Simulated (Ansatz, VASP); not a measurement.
**Cross-check of Ni between VASP and Ansatz**

Aim: how closely do two programs agree when they are given the same cell, functional and k mesh? The structure shown is frame 250 of Ansatz's trajectory.

Main program and level: Ansatz 0.2.0; plane waves, with VASP 6.6.1 beside it; single point at PBE with D3(BJ).

**1. The starting structure**

The cell holds 48 atoms: 48 Ni. Cell: a = 8.430 Å, b = 8.430 Å, c = 8.430 Å, α = 90.0°, β = 90.0°, γ = 90.0°. As first built, before any earlier steps moved the atoms (in the runner's words): 48 atoms (48 Ni) placed at random at 7.81 g/cm^3, melted at 2482.2 K for 5 ps at fixed volume with the EAM universal-3 functions (Foiles, Baskes and Daw, Phys. Rev. B 33, 7983 (1986)). Snapshot at the end of a hold of 8 ps at 1773 K and fixed volume.

**2. Ansatz: dynamics, PBE with D3(BJ)**

Ansatz runs on its default PAW (the set named soft_2) files.

One frame of this run of dynamics is then solved in both programs, so the motion causes no difference.

The input, input.yaml:

```yaml
crystal:
  lattice:
    - [8.4296, 0.0, 0.0]
    - [0.0, 8.4296, 0.0]
    - [0.0, 0.0, 8.4296]
  atoms:
    - { symbol: Ni, position: [0.29821, 0.06855, 0.63606] }
    - { symbol: Ni, position: [0.05251, 0.48348, 0.88573] }
    - { symbol: Ni, position: [0.75894, 0.16467, 0.60914] }
    - { symbol: Ni, position: [0.04189, 0.61724, 0.65296] }
    - { symbol: Ni, position: [0.95034, 0.18717, 0.83393] }
    - { symbol: Ni, position: [0.22726, 0.08712, 0.9378] }
    - { symbol: Ni, position: [0.44662, 0.63001, 0.16444] }
    - { symbol: Ni, position: [0.20128, 0.30267, 0.78335] }
    - { symbol: Ni, position: [0.83018, 0.88988, 0.57862] }
    - { symbol: Ni, position: [0.54534, 0.37657, 0.70742] }
    - { symbol: Ni, position: [0.69842, 0.95736, 0.82535] }
    - { symbol: Ni, position: [0.36192, 0.35897, 0.03718] }
    - { symbol: Ni, position: [0.94989, 0.23804, 0.09322] }
    - { symbol: Ni, position: [0.66967, 0.11648, 0.05885] }
    - { symbol: Ni, position: [0.07464, 0.88932, 0.47013] }
    - { symbol: Ni, position: [0.54016, 0.92, 0.59077] }
    - { symbol: Ni, position: [0.05096, 0.40201, 0.46857] }
    - { symbol: Ni, position: [0.02428, 0.14297, 0.51346] }
    - { symbol: Ni, position: [0.03276, 0.93007, 0.77458] }
    - { symbol: Ni, position: [0.84935, 0.71517, 0.86908] }
    - { symbol: Ni, position: [0.56544, 0.48888, 0.43263] }
    - { symbol: Ni, position: [0.27375, 0.27952, 0.35562] }
    - { symbol: Ni, position: [0.58724, 0.82148, 0.33818] }
    - { symbol: Ni, position: [0.33021, 0.96265, 0.39647] }
    - { symbol: Ni, position: [0.12672, 0.50944, 0.14439] }
    - { symbol: Ni, position: [0.85748, 0.52726, 0.10061] }
    - { symbol: Ni, position: [0.00518, 0.76858, 0.2253] }
    - { symbol: Ni, position: [0.62331, 0.41357, 0.17438] }
    - { symbol: Ni, position: [0.44244, 0.11786, 0.15648] }
    - { symbol: Ni, position: [0.62224, 0.67391, 0.66288] }
    - { symbol: Ni, position: [0.72568, 0.77802, 0.11446] }
    - { symbol: Ni, position: [0.42901, 0.81787, 0.85433] }
    - { symbol: Ni, position: [0.12719, 0.74531, 0.98321] }
    - { symbol: Ni, position: [0.29676, 0.77461, 0.63677] }
    - { symbol: Ni, position: [0.1307, 0.07591, 0.20601] }
    - { symbol: Ni, position: [0.89847, 0.95543, 0.01714] }
    - { symbol: Ni, position: [0.34437, 0.86627, 0.12621] }
    - { symbol: Ni, position: [0.7385, 0.30423, 0.89872] }
    - { symbol: Ni, position: [0.33288, 0.54931, 0.82203] }
    - { symbol: Ni, position: [0.85785, 0.58802, 0.42889] }
    - { symbol: Ni, position: [0.85434, 0.44079, 0.72418] }
    - { symbol: Ni, position: [0.31722, 0.47272, 0.5733] }
    - { symbol: Ni, position: [0.83736, 0.03154, 0.28842] }
    - { symbol: Ni, position: [0.49769, 0.12987, 0.85335] }
    - { symbol: Ni, position: [0.60443, 0.56107, 0.92768] }
    - { symbol: Ni, position: [0.80123, 0.30414, 0.37743] }
    - { symbol: Ni, position: [0.56145, 0.17433, 0.41189] }
    - { symbol: Ni, position: [0.25989, 0.66829, 0.38179] }
kpoints:
  mp_grid: { grid: [1, 1, 1] }
hamiltonian:
  xc: pbe
  dispersion: d3bj
scf:
  occupations: { method: fermi_dirac, width: 0.153 }
output:
  forces: true
  stress: true
md:
  timestep: 4.0
  n_steps: 750
  ensemble: nvt_nose_hoover
  temperature: 1773
  initial_velocities: maxwell_boltzmann
  seed: 7
```

Launch:

```bash
$ ansatz run input.yaml --threads 8 --pin off --max-ram 15360MiB --backend cpu --events-out ev --progress --plain --runs-dir out
```

Numbers of over 12 decimals in the logs are rounded to 6 here.

The log of the run:

```text
Warning: md: disabling space-group detection — thermal motion breaks the input geometry's symmetry, so no spatial operation reduces the k-mesh or symmetrises the density; time reversal is kept, so that k and −k are solved as one point where they differ and the mesh holds both, and exact exchange and, on two spinor components, a DFT+U term hold to it where the run has them: on two components no moment then forms, and  [...]
Warning: output.stress: scf.convergence.dr2_threshold = 4.8e-8 eV (the default of an md: trajectory) is looser than the 4.8e-9 eV advised for a printed stress (1e-10 eV for each atom of the cell: 48). What an SCF threshold leaves in a stress goes as its square root, and in the free energy as the threshold itself, and one threshold admits the most on a small cell: [figures from the program's tests cut] Set scf.converg [...]
band count auto-derived: 526 (N_el = 864.0; filled up to band 432; 519 by the electrons, moments and atoms)
Engine: ansatz 0.2.0, aarch64-unknown-linux-gnu
Pseudopotentials: kind: paw
Pseudopotential: Ni, paw, valence charge 18, recommended cutoff 420 eV (normal), Ni.paw.azcp
Functional definition: PBE
  parameter kappa = 0.804
  parameter beta = 0.066725
  exchange = pbe_x(kappa = kappa, mu = beta*pi^2/3)
  correlation = pbe_c(beta = beta)
Crystal: 48 atoms, lattice volume = 598.992 Å³
Basis set: ecut = 420 eV, 11753 PW (Γ), exchange–correlation on 120×120×120 points (8 copies of the dense FFT grid, shifted against one another)
Bands: 526, of which v1, the nominal top of the filled ones, is band 432 counted from 1 (431 counted from 0)
Symmetry: 1 space group operations
k-points: 1
Non-local potential: Ni, projectors of the file, l = 0: 3, l = 1: 2, l = 2: 3, l = 3: 1
PAW form: soft (Blöchl's): semilocal exchange-correlation on the pseudo side does not see the compensation charge
PAW one-centre angular grid: Ni, 590 points (default); XC on 64 Gauss nodes
Initial density: superposition of atomic densities (neutral atoms: chi_scale 0, normalization atom), corrected by the library's trained network
Initial wavefunctions: pseudopotential atomic-orbital guess
Functional: x = pbe(κ = 0.804, μ = 0.219515), c = pbe(β = 0.066725)
SCF iter   1: F=—  HF=-280310.985891 eV  |F-HF|=—  |Δ(HF+E_count)|=         —  Δρ=1.61e-2  dr2=1.22e0  ethr=1.77e-3  ⟨swp⟩=4.0  Hψ=1496  notcnv=0  defer=32
preconditioner: auto → Kerker (q_TF=auto, 2.900 Å⁻¹)  [metal: Δε(μ)=0.013 eV  Ē_g=7.189 eV  σ=0.153 eV  W_gap=0.02  n_scr=250 (ndim 8)  ℏωp=33.2 eV  f_vac=0.000  D(μ)=122.07/eV (n_scr^D=2300)]
SCF iter   2: F=—  HF=-280310.931256 eV  |F-HF|=—  |Δ(HF+E_count)|=   5.46e-2  Δρ=6.54e-3  dr2=2.58e-1  ethr=1.41e-4  ⟨swp⟩=1.0  Hψ=605  notcnv=0  defer=33
SCF iter   3: F=—  HF=-280310.920408 eV  |F-HF|=—  |Δ(HF+E_count)|=   1.08e-2  Δρ=1.46e-3  dr2=2.32e-2  ethr=2.99e-5  ⟨swp⟩=1.0  Hψ=481  notcnv=0  defer=33
SCF iter   4: F=—  HF=-280310.919190 eV  |F-HF|=—  |Δ(HF+E_count)|=   1.22e-3  Δρ=3.86e-4  dr2=2.00e-3  ethr=2.68e-6  ⟨swp⟩=2.0  Hψ=529  notcnv=0  defer=33
SCF iter   5: F=—  HF=-280310.919007 eV  |F-HF|=—  |Δ(HF+E_count)|=   1.83e-4  Δρ=2.26e-4  dr2=3.13e-4  ethr=2.32e-7  ⟨swp⟩=3.0  Hψ=731  notcnv=0  defer=33
SCF iter   6: F=—  HF=-280310.919076 eV  |F-HF|=—  |Δ(HF+E_count)|=   6.93e-5  Δρ=7.52e-5  dr2=4.32e-5  ethr=3.62e-8  ⟨swp⟩=2.0  Hψ=619  notcnv=0  defer=33
SCF iter   7: F=—  HF=-280310.918592 eV  |F-HF|=—  |Δ(HF+E_count)|=   4.84e-4  Δρ=4.42e-5  dr2=1.50e-5  ethr=5.00e-9  ⟨swp⟩=2.0  Hψ=695  notcnv=0  defer=33
SCF iter   8: F=—  HF=-280310.918591 eV  |F-HF|=—  |Δ(HF+E_count)|=   1.23e-6  Δρ=2.06e-5  dr2=2.26e-6  ethr=1.74e-9  ⟨swp⟩=3.0  Hψ=930  notcnv=0  defer=33
SCF iter   9: F=—  HF=-280310.918591 eV  |F-HF|=—  |Δ(HF+E_count)|=   1.82e-7  Δρ=9.26e-6  dr2=6.86e-7  ethr=2.61e-10  ⟨swp⟩=1.0  Hψ=481  notcnv=0  defer=33
SCF iter  10: F=—  HF=-280310.918591 eV  |F-HF|=—  |Δ(HF+E_count)|=   2.61e-8  Δρ=4.05e-6  dr2=6.27e-8  ethr=7.93e-11  ⟨swp⟩=1.0  Hψ=481  notcnv=0  defer=33
[...]
md step   718: t =  2872.00 fs  T =  1713.7 K  F+E_penalty+E_count = -280307.52306131 eV  E_kin = 10.411388 eV  conserved = -280300.12426184 eV  P_inst = -2.8073 GPa  (7 SCF iters, 7 dispersion substeps)
md step   720: t =  2880.00 fs  T =  1750.0 K  F+E_penalty+E_count = -280307.85670552 eV  E_kin = 10.631746 eV  conserved = -280300.13570152 eV  P_inst = -3.1370 GPa  (11 SCF iters, 7 dispersion substeps)
md step   722: t =  2888.00 fs  T =  1769.3 K  F+E_penalty+E_count = -280308.08069146 eV  E_kin = 10.749108 eV  conserved = -280300.14177364 eV  P_inst = -3.3276 GPa  (6 SCF iters, 7 dispersion substeps)
md step   724: t =  2896.00 fs  T =  1722.8 K  F+E_penalty+E_count = -280307.89231959 eV  E_kin = 10.466677 eV  conserved = -280300.13779762 eV  P_inst = -3.1586 GPa  (7 SCF iters, 7 dispersion substeps)
md step   726: t =  2904.00 fs  T =  1648.1 K  F+E_penalty+E_count = -280307.52396143 eV  E_kin = 10.012268 eV  conserved = -280300.13382660 eV  P_inst = -2.8024 GPa  (6 SCF iters, 7 dispersion substeps)
md step   728: t =  2912.00 fs  T =  1590.8 K  F+E_penalty+E_count = -280307.25113712 eV  E_kin = 9.664213 eV  conserved = -280300.13157263 eV  P_inst = -2.5078 GPa  (7 SCF iters, 7 dispersion substeps)
md step   730: t =  2920.00 fs  T =  1572.8 K  F+E_penalty+E_count = -280307.20657074 eV  E_kin = 9.555181 eV  conserved = -280300.13260688 eV  P_inst = -2.3643 GPa  (11 SCF iters, 7 dispersion substeps)
md step   732: t =  2928.00 fs  T =  1584.0 K  F+E_penalty+E_count = -280307.32753917 eV  E_kin = 9.623259 eV  conserved = -280300.13542808 eV  P_inst = -2.3276 GPa  (6 SCF iters, 7 dispersion substeps)
md step   734: t =  2936.00 fs  T =  1597.2 K  F+E_penalty+E_count = -280307.44634494 eV  E_kin = 9.703242 eV  conserved = -280300.13640120 eV  P_inst = -2.2955 GPa  (6 SCF iters, 7 dispersion substeps)
md step   736: t =  2944.00 fs  T =  1601.0 K  F+E_penalty+E_count = -280307.49334564 eV  E_kin = 9.726251 eV  conserved = -280300.13418165 eV  P_inst = -2.2342 GPa  (7 SCF iters, 7 dispersion substeps)
md step   738: t =  2952.00 fs  T =  1612.7 K  F+E_penalty+E_count = -280307.57620203 eV  E_kin = 9.797715 eV  conserved = -280300.13085897 eV  P_inst = -2.2094 GPa  (7 SCF iters, 7 dispersion substeps)
md step   740: t =  2960.00 fs  T =  1653.6 K  F+E_penalty+E_count = -280307.82941414 eV  E_kin = 10.046063 eV  conserved = -280300.13177577 eV  P_inst = -2.2936 GPa  (10 SCF iters, 7 dispersion substeps)
md step   742: t =  2968.00 fs  T =  1713.7 K  F+E_penalty+E_count = -280308.19044720 eV  E_kin = 10.411045 eV  conserved = -280300.13246621 eV  P_inst = -2.4530 GPa  (7 SCF iters, 7 dispersion substeps)
md step   744: t =  2976.00 fs  T =  1778.6 K  F+E_penalty+E_count = -280308.57750902 eV  E_kin = 10.805330 eV  conserved = -280300.13487790 eV  P_inst = -2.6279 GPa  (7 SCF iters, 7 dispersion substeps)
md step   746: t =  2984.00 fs  T =  1817.7 K  F+E_penalty+E_count = -280308.81136980 eV  E_kin = 11.043135 eV  conserved = -280300.14112014 eV  P_inst = -2.7048 GPa  (7 SCF iters, 7 dispersion substeps)
md step   748: t =  2992.00 fs  T =  1784.7 K  F+E_penalty+E_count = -280308.60058198 eV  E_kin = 10.842602 eV  conserved = -280300.13861981 eV  P_inst = -2.5376 GPa  (7 SCF iters, 7 dispersion substeps)
[...]
md step   750: t =  3000.00 fs  T =  1708.7 K  F+E_penalty+E_count = -280308.12182614 eV  E_kin = 10.381001 eV  conserved = -280300.12884041 eV  P_inst = -2.2508 GPa  (11 SCF iters, 7 dispersion substeps)
SCF converged after 11 iterations
Free energy (F): -280308.121826 eV
Harris-Foulkes:  -280308.121826 eV  (|F-HF|=8.15e-9)
Internal energy: -280299.086752 eV  (E = F + TS)
E sigma→0 (E₀):  -280303.604289 eV
Entropy (-TS):   -9.035074 eV (-188.231 meV/atom)
Fermi energy:    15.140252 eV
--- Per-component energies (eV) ---
  E_band       = -16020.244206
  E_kinetic    = 13524.861191
  E_local      = -183870.391926  (includes V_loc(G=0)·N_el)
  E_nonlocal   = 30607.412707
  E_hartree    = 77128.917996
  E_xc         = -4032.855059
  E_vxc        = -5197.419261  (∫ρ·V_xc dr)
  E_paw        = -78297.370153  (= ΣΔE_a)
  E_vpaw       = -25342.566926  (= ΣTr[D̂ρ^β])
  E_aug_tail   = 0.025117  (compensation charges beyond the density's cutoff)
  E_ewald      = -135339.558669
  E_disp       = -20.127955  (pairwise vdW)
  E_smearing   = -9.035074  (= −TS)
  E_closure    = 0.000000  (closes the sum)
  Σ components = -280308.121826   (vs F -280308.121826, Δ=0.00e0)
--- Forces (eV/Å), atoms counted from 1 ---
  atom   1  Ni    -0.78178045     0.37545592     0.02686454
  atom   2  Ni     0.44514322     1.35477850    -0.36623737
  atom   3  Ni    -0.79196567     2.19174300     0.97619340
  atom   4  Ni     0.38921690    -0.85401822     0.90620928
  atom   5  Ni    -0.26727024    -1.62611615    -0.05389894
  atom   6  Ni     0.48849652    -0.33698277     0.07034002
  atom   7  Ni    -1.16011942    -0.49733203    -0.26259108
  atom   8  Ni    -0.30816001     0.31435211     0.56427477
  atom   9  Ni     0.07759616     1.01734980     0.22172847
  atom  10  Ni    -0.80425208     0.34874756     0.63207157
  atom  11  Ni    -0.41101805    -1.02556893    -0.90967374
  atom  12  Ni     0.59826140    -0.86068071    -0.91500903
  atom  13  Ni    -0.37511624    -0.26706680     1.65564131
  atom  14  Ni     0.05666725    -0.43724878    -0.04898320
  atom  15  Ni    -0.41259135     0.30364881    -1.00206612
  atom  16  Ni     0.06622418    -0.94721359    -1.59033233
  atom  17  Ni    -1.66446276    -1.51659575     2.01324240
  atom  18  Ni     0.54312716    -0.99621803     0.69732330
  atom  19  Ni     0.70117501     0.32981617    -2.23825113
  atom  20  Ni     0.10396391     0.58747763    -0.32499829
  atom  21  Ni    -0.30169281    -0.09505196     0.96943834
  atom  22  Ni    -1.04508722    -0.69078968     0.37729345
  atom  23  Ni     0.19624161     0.30987542     1.11752799
  atom  24  Ni     0.46601565    -0.09145352    -0.02551338
[...]
atom  41  Ni     3.69566505     0.78144738    -0.30381120
  atom  42  Ni     1.59440857    -0.13499325    -0.04242012
  atom  43  Ni    -0.21292512     0.01748873    -1.61186219
  atom  44  Ni     0.21721473    -0.10357694    -1.27051943
  atom  45  Ni     0.78540184     0.18483579    -0.64482694
  atom  46  Ni    -1.01281579     0.06393587     0.44965093
  atom  47  Ni     1.35064174     0.73454149     2.85341044
  atom  48  Ni    -2.08582155    -1.39288599    -1.17026531
  max |Σ_I F_I| component: 2.00e-5 eV/Å
--- Stress (GPa, compression-positive) ---
       -4.588609       1.521742      -0.644635
        1.521742      -5.502888       0.228693
       -0.644635       0.228693      -2.332531
  P = ⅓ Tr σ = -4.1413 GPa (-41.413 kbar)
--- MD trajectory: 750 steps, t = 0.0 → 3000.0 fs ---
  final state: T = 1708.7 K   F+E_penalty+E_count = -280308.12182614 eV   E_kin = 10.381001 eV
  conserved energy: peak-to-peak 5.030e-2 eV (1.048e-3 eV/atom) over 3000.0 fs
```

In the SCF lines HF is the Harris–Foulkes energy and dr2 the Hartree energy of the density residual, in eV; the loop may stop once dr2 is under the threshold and the program's other checks hold. Hψ counts applications of the Hamiltonian.

(Continued in part 2 of 2.)

[Lines on the potential files, build, host, timing and source positions are cut from VASP's logs without a mark.]

[Logs are printed without paths, hosts, clocks, repeated set-up lines and the standing remarks that a program may print on its own settings, such as how far it seeks lower states.]

[Hosts, paths, dates, database ids (printed as entryN), source tags and the programs' standing remarks are cut or masked in the printed files.]
